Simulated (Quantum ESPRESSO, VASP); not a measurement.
An input for Quantum ESPRESSO (LDA (PZ), GBRV 1.5 ultrasoft (LDA) pseudopotentials):

```
&control
 calculation = 'scf'
 prefix = 'tib2'
 outdir = './tmp'
 pseudo_dir = './'
 tprnfor = .true.
 tstress = .true.
/
&system
 ibrav = 0
 nat = 3
 ntyp = 2
 ecutwfc = 50
 ecutrho = 400
 occupations = 'smearing'
 smearing = 'gauss'
 degauss = 0.0147
/
&electrons
 conv_thr = 1.0d-10
/
ATOMIC_SPECIES
Ti    47.8670  ti_lda_v1.4.uspp.F.UPF
B     10.8100  b_lda_v1.4.uspp.F.UPF
ATOMIC_POSITIONS crystal
Ti   -0.009328000   -0.001740000    0.003536000
B     0.336013000    0.653917000    0.479017000
B     0.673315000    0.347823000    0.517447000
K_POINTS automatic
8 8 7  0 0 0
CELL_PARAMETERS angstrom
   1.515000000    -2.624057000     0.000000000
   1.515000000     2.624057000     0.000000000
   0.000000000     0.000000000     3.230000000
```

Task: Translate it to VASP.

Result: One set of files that does it:

File POSCAR:
```
TiB2
1
    1.5150000000    -2.6240570000     0.0000000000
    1.5150000000     2.6240570000     0.0000000000
    0.0000000000     0.0000000000     3.2300000000
Ti B
1 2
Direct
 -0.0093280000  -0.0017400000   0.0035360000
  0.3360130000   0.6539170000   0.4790170000
  0.6733150000   0.3478230000   0.5174470000
```

**KPOINTS**
```
Automatic mesh
0
Gamma
8 8 7
0 0 0
```

INCAR:
```
# general
SYSTEM  = TiB2
PREC    = Accurate
ENCUT   = 400
LREAL   = .FALSE.
LASPH   = .TRUE.   # aspherical one-centre terms

# electronic loop
EDIFF   = 1E-6
NELM    = 100
ALGO    = Normal   # blocked Davidson
LMAXMIX = 4   # l cut-off of mixed one-centre charges

# smearing
ISMEAR  = 0   # Gaussian
SIGMA   = 0.2

# ions
ISIF    = 2

# output
LWAVE   = .FALSE.
LCHARG  = .FALSE.
```

POTCAR, in this order: Ti_sv B (LDA.64 set). Program: vasp_std.

The two runs describe the same crystal, functional and task. Each code takes its own potentials, basis and convergence tests.

VASP's LDA is the Perdew-Zunger fit; the other code's may be Perdew-Wang, which differs slightly.

The structure is a typed TiB2 crystal. The cell was not relaxed at this level, atoms are displaced from their ideal sites, and it may have been scaled.
